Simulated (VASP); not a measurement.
OSZICAR of a VASP run on GeSb$_{2}$Te$_{4}$ (space group R-3m):

File OSZICAR:
```
       N       E                     dE             d eps       ncg     rms          rms(c)
DAV:   1     0.299068106105E+03    0.29907E+03   -0.14053E+04   236   0.137E+03
DAV:   2     0.171024255793E+02   -0.28197E+03   -0.27201E+03   268   0.323E+02
DAV:   3    -0.224903646895E+02   -0.39593E+02   -0.37867E+02   288   0.109E+02
DAV:   4    -0.243397553380E+02   -0.18494E+01   -0.17754E+01   256   0.261E+01
DAV:   5    -0.244275553077E+02   -0.87800E-01   -0.85915E-01   348   0.553E+00    0.126E+01
DAV:   6    -0.242075984164E+02    0.21996E+00   -0.82907E-01   344   0.385E+00    0.760E+00
DAV:   7    -0.242618333682E+02   -0.54235E-01   -0.55952E-01   324   0.360E+00    0.233E+00
DAV:   8    -0.242134270954E+02    0.48406E-01   -0.25909E-01   336   0.270E+00    0.840E-01
DAV:   9    -0.242091611579E+02    0.42659E-02   -0.40782E-02   304   0.870E-01    0.600E-01
DAV:  10    -0.242097201062E+02   -0.55895E-03   -0.45028E-03   292   0.309E-01    0.325E-01
DAV:  11    -0.242098946538E+02   -0.17455E-03   -0.10216E-03   312   0.166E-01    0.154E-01
DAV:  12    -0.242099884309E+02   -0.93777E-04   -0.35709E-04   256   0.881E-02    0.945E-02
DAV:  13    -0.242099888048E+02   -0.37389E-06   -0.81892E-05   320   0.359E-02    0.486E-02
DAV:  14    -0.242099907282E+02   -0.19233E-05   -0.76914E-06   248   0.119E-02    0.350E-02
DAV:  15    -0.242099923845E+02   -0.16564E-05   -0.14660E-05   296   0.141E-02    0.560E-03
DAV:  16    -0.242099926910E+02   -0.30652E-06   -0.21968E-06   156   0.579E-03
   1 F= -.24209993E+02 E0= -.24168157E+02  d E =-.836706E-01
```

**Question.** Which electronic solver shows in the log?

**Answer.** It is blocked Davidson (ALGO = Normal, or the opening steps of other solvers). The INCAR had ALGO = Normal.

**Question.** Can the final energy be trusted as converged?

**Answer.** The run converged. It stopped with EDIFF = 1E-6, NELM = 100 (PBE GGA, plane waves, VASP's PBE PAW potentials (set 64)).

The structure was generated: GeSb2Te4 was put into an ordered model structure, which need not be its known phase. The cell was not relaxed at this level. The k-mesh is coarse (spacing up to 0.86 per Å, 2π included), so the numbers may not be converged in it. The run is one of a series of settings (KPOINTS 2×2×2 Γ-centred mesh against the base run), some of them coarse on purpose.
